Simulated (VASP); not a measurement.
Input:

```xyz
1
Lattice="0.0000 2.0197 2.0197 2.0197 0.0000 2.0197 2.0197 2.0197 0.0000" Properties=species:S:1:pos:R:3 pbc="T T T"
Pd     0.0000     0.0000     0.0000
```

Method: vdW-DF2, VASP's PBE PAW potentials (set 64) (plane waves; VASP). Numerical set-up: 520 eV cut-off, 15×15×15 Γ-centred mesh, first-order Methfessel-Paxton smearing of 0.10 eV, potentials Pd.

**Question.** Give the stress tensor in GPa (positive for a compressed cell).

**Answer.** 
```
3.70  0.00  0.00
0.00  3.70  0.00
0.00  0.00  3.70
```
The pressure is its mean diagonal, 3.70 GPa.

The compound is Pd in the fcc structure. This cell is one point of a volume scan, at 0.97 of the reference volume.
